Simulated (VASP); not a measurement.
Computed with LDA (Ceperley-Alder, Perdew-Zunger), VASP's LDA PAW potentials (set 64) (plane waves; VASP 6.6.1).

Input for VASP

**POSCAR**
```
Ba2CuBrO2
19.734440
  0.1100758370   0.0635522974   0.5000000000
 -0.1100758370   0.0635522974   0.5000000000
  0.0000000000  -0.1271046455   0.5000000000
Ba Cu Br O
2 1 1 2
Direct
  0.2515490000   0.2515490000   0.2515490000
  0.7484510000   0.7484510000   0.7484510000
  0.5000000000   0.5000000000   0.5000000000
  0.0000000000   0.0000000000   0.0000000000
  0.5611820000   0.5611820000   0.5611820000
  0.4388180000   0.4388180000   0.4388180000
```

**INCAR**
```
SYSTEM  =  Ba2CuBrO2
PREC  =  Accurate; ENCUT  =  400; LREAL  =  F
LASPH  =  T
EDIFF  =  1E-6; NELM  =  100; ALGO  =  Normal
LMAXMIX  =  4
ISMEAR  =  0; SIGMA  =  0.01
ISIF  =  2
LWAVE  =  F; LCHARG  =  F
```

### KPOINTS
```
Automatic mesh
0
Gamma
4 4 4
0 0 0
```

POTCAR, in this order: Ba_sv Cu Br O (LDA.64 set). Program: vasp_std.

The run wrote:

OSZICAR:
```
       N       E                     dE             d eps       ncg     rms          rms(c)
DAV:   1     0.446499824562E+03    0.44650E+03   -0.18715E+04   780   0.130E+03
DAV:   2     0.234526522000E+02   -0.42305E+03   -0.40243E+03   926   0.341E+02
DAV:   3    -0.386634431511E+02   -0.62116E+02   -0.61215E+02  1148   0.139E+02
DAV:   4    -0.421437440469E+02   -0.34803E+01   -0.34704E+01  1170   0.290E+01
DAV:   5    -0.422783660215E+02   -0.13462E+00   -0.13456E+00  1166   0.561E+00    0.177E+01
DAV:   6    -0.379266639774E+02    0.43517E+01   -0.75281E+01   994   0.101E+02    0.124E+01
DAV:   7    -0.349813567221E+02    0.29453E+01   -0.17564E+01  1232   0.701E+01    0.497E+00
DAV:   8    -0.350103855177E+02   -0.29029E-01   -0.26895E+00   968   0.717E+00    0.216E+00
DAV:   9    -0.349247559273E+02    0.85630E-01   -0.39640E-01  1152   0.726E+00    0.117E+00
DAV:  10    -0.349110095072E+02    0.13746E-01   -0.18830E-01  1192   0.863E+00    0.428E-01
DAV:  11    -0.349080705357E+02    0.29390E-02   -0.27356E-02  1298   0.331E+00    0.111E-01
DAV:  12    -0.349082165791E+02   -0.14604E-03   -0.30373E-03  1138   0.354E-01    0.875E-02
DAV:  13    -0.349081545726E+02    0.62006E-04   -0.78776E-04  1154   0.305E-01    0.259E-02
DAV:  14    -0.349081429921E+02    0.11581E-04   -0.11805E-04  1226   0.185E-01    0.981E-03
DAV:  15    -0.349081423453E+02    0.64683E-06   -0.17379E-05  1132   0.340E-02    0.814E-03
DAV:  16    -0.349081410243E+02    0.13210E-05   -0.73495E-06  1008   0.590E-02    0.206E-03
DAV:  17    -0.349081410133E+02    0.11004E-07   -0.93980E-07   622   0.853E-03
   1 F= -.34908141E+02 E0= -.34908141E+02  d E =-.245470E-14
```

**OUTCAR**
```
------------------------ aborting loop because EDIFF is reached ----------------------------------------
  FORCE on cell =-STRESS in cart. coord.  units (eV):
  Direction    XX          YY          ZZ          XY          YZ          ZX
  --------------------------------------------------------------------------------------
  Total       -4.5631070     -4.5631070     -6.1854080      0.0000000      0.0000002      0.0000000
  in kB      -45.3265005    -45.3265008    -61.4412287      0.0000000      0.0000021      0.0000000
  external PRESSURE =     -50.6980767 kB  Pullay stress =       0.0000000 kB
  volume of cell :      161.29
      direct lattice vectors                 reciprocal lattice vectors
     2.172285000  1.254169000  9.867220000     0.230172376  0.132890083  0.033781894
    -2.172285000  1.254169000  9.867220000    -0.230172376  0.132890083  0.033781894
     0.000000000 -2.508339000  9.867220000     0.000000000 -0.265780166  0.033781880
 POSITION                                       TOTAL-FORCE (eV/Angst)
 -----------------------------------------------------------------------------------
      0.00000     -0.00000      7.44627        -0.000000      0.000000     -0.056102
      0.00000     -0.00000     22.15539        -0.000000     -0.000000      0.056102
      0.00000     -0.00000     14.80083         0.000000      0.000000      0.000000
      0.00000      0.00000      0.00000        -0.000000     -0.000000      0.000000
      0.00000     -0.00000     16.61192        -0.000000      0.000000     -0.504229
      0.00000     -0.00000     12.98974        -0.000000     -0.000000      0.504229
 -----------------------------------------------------------------------------------
    total drift:                                0.000000     -0.000000      0.000000
  FREE ENERGIE OF THE ION-ELECTRON SYSTEM (eV)
  ---------------------------------------------------
  free  energy   TOTEN  =       -34.9081410133 eV

  energy  without entropy=      -34.9081410133  energy(sigma->0) =      -34.90814101
```
(Selected blocks of OUTCAR.)

At this cut-off the stress carries a Pulay error, which pulls relaxed volumes low.

The structure comes from a computed database's Ba2CuBrO2 entry; how it stands against other phases isn't given here. The cell was not relaxed at this level. The k-mesh is coarse (spacing up to 0.42 per Å, 2π included), so the numbers may not be converged in it. The run is one of a series of settings (KPOINTS 4×4×4 Γ-centred mesh against the base run), some of them coarse on purpose.
